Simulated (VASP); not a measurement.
VASP input:

POSCAR:
```
Sn
1
   -2.9401400000     2.9401400000     1.5993000000
    2.9401400000    -2.9401400000     1.5993000000
    2.9401400000     2.9401400000    -1.5993000000
Sn
2
Direct
  0.7500000000   0.2500000000   0.5000000000
  0.0000000000   0.0000000000   0.0000000000
```

KPOINTS:
```
Automatic mesh
0
Gamma
12 12 12
0 0 0
```

INCAR:
```
SYSTEM  =  Sn
PREC  =  Accurate; ENCUT  =  400; LREAL  =  .False.
LASPH  =  .True.
EDIFF  =  1E-6; NELM  =  100; ALGO  =  Normal
LMAXMIX  =  4
ISMEAR  =  1; SIGMA  =  0.1
IBRION  =  2; NSW  =  60; ISIF  =  3
EDIFFG  =  -0.01
LWAVE  =  .False.; LCHARG  =  .False.
```

POTCAR, in this order: Sn_d (LDA.64 set). Program: vasp_std.

Translate this LDA calculation to Ansatz.

One equivalent input (not run):
Ansatz 0.2 input:
```yaml
crystal:
  lattice:
    - [-2.9401400, 2.9401400, 1.5993000]
    - [2.9401400, -2.9401400, 1.5993000]
    - [2.9401400, 2.9401400, -1.5993000]
  atoms:
    - { symbol: Sn, position: [0.7500000, 0.2500000, 0.5000000] }
    - { symbol: Sn, position: [0.0000000, 0.0000000, 0.0000000] }
kpoints:
  mp_grid: { grid: [12, 12, 12] }
hamiltonian:
  xc: lda
  pseudopotentials: { kind: paw }
scf:
  occupations: { method: methfessel_paxton, width: 0.1 }
  max_iter: 100
relax:
  max_steps: 60
  f_tol: 0.01
  cell: {}
output: { forces: true, stress: true, eigenvalues: true }
```
What does not carry over: each code has its own PAW files, so the cut-off isn't converted (ENCUT is set for VASP's; basis.ecutwfc is left out, and Ansatz then takes the one that its files recommend); Ansatz stops its SCF on the density residual and VASP on the energy change (EDIFF); Ansatz's lda is the Perdew-Wang form, while the LDA potentials of VASP carry Perdew-Zunger's.

The structure comes from a computed database's Sn entry (I4_1/amd); how it stands against other phases isn't given here. This run relaxes it. Symmetry was kept, so distortions that lower it aren't found.
